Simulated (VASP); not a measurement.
Wanted: the native input for a VASP 6.6.1 run.

```yaml
Task: core levels
Functional: LDA
Potentials_or_basis: VASP PAW LDA potentials, release 64 (Ti_sv)
Cutoff: 520 eV
k_mesh: 6 × 6 × 4
Occupations: methfessel-paxton, width 0.1 eV
Spin: no spin polarisation
Further_INCAR_settings: ALGO = Normal; EDIFF = 1e-06; AMIX = 0.2
```

The structure of Ti lies in POSCAR:

```
Ti
1.0
    5.9000000000      0.0000000000      0.0000000000
   -2.9500000000      5.1095498820      0.0000000000
    0.0000000000      0.0000000000      9.3600000000
Ti
16
Direct
    0.1666666666      0.3333333334      0.1250000000
    0.1666666666      0.3333333334      0.6250000000
    0.1666666666      0.8333333333      0.1250000000
    0.1666666666      0.8333333333      0.6250000000
    0.6666666666      0.3333333334      0.1250000000
    0.6666666666      0.3333333334      0.6250000000
    0.6666666666      0.8333333333      0.1250000000
    0.6666666666      0.8333333333      0.6250000000
    0.3333333334      0.1666666666      0.3750000000
    0.3333333334      0.1666666666      0.8750000000
    0.3333333334      0.6666666666      0.3750000000
    0.3333333334      0.6666666666      0.8750000000
    0.8333333334      0.1666666666      0.3750000000
    0.8333333334      0.1666666666      0.8750000000
    0.8333333333      0.6666666666      0.3750000000
    0.8333333333      0.6666666666      0.8750000000
```

These files were run (other wordings do the same):

INCAR

```
SYSTEM = Ti
PREC = Accurate
ENCUT = 520
EDIFF = 1E-6
ISMEAR = 1
SIGMA = 0.1
LREAL = .False.
LASPH = .True.
NELM = 120
ALGO = Normal
ISIF = 2
LWAVE = .False.
LCHARG = .False.
ICORELEVEL = 1
AMIX = 0.2
KPAR = 4
```

KPOINTS

```
Automatic mesh
0
Gamma
  6 6 4
  0 0 0
```

Potentials or basis: VASP PAW LDA potentials, release 64 (Ti_sv).

Launch:

```console
$ cat potpaw_LDA.64/Ti_sv/POTCAR > POTCAR
$ mpirun -np 4 vasp_std > vasp.out
```

Results of the run:

```json
{
 "Pressure": "-9.9 GPa",
 "Band gap on the k mesh": "none (metal or under the smearing width)"
}
```

Run time: 7.6 min on 4 MPI ranks on AMD EPYC 7R13 Processor (Zen 3) (shared host), peak memory 0.57 GiB a rank.
